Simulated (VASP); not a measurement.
```xyz
2
Lattice="0.0000 1.8106 1.8106 1.8106 0.0000 1.8106 1.8106 1.8106 0.0000" Properties=species:S:1:pos:R:3 pbc="T T T"
B      0.0000     0.0000     0.0000
N      0.9053     0.9053     0.9053
```

All values below come from optB86b-vdW, VASP's PBE PAW potentials (set 64) (plane waves; VASP 6.6.1). Settings: 520 eV cut-off, Gaussian smearing of 0.050 eV, potentials B N.

Q: Predict the band gap (along the path) with the smallest direct gap where there is one.

A: 
```
Property                               Result
------------------------------------  -------
band gap (along the path)             4.51 eV
smallest direct gap (along the path)  8.84 eV
```

Only differences to runs with the same potentials and settings are physical.

The compound is BN in the zinc blende structure. It was relaxed first.
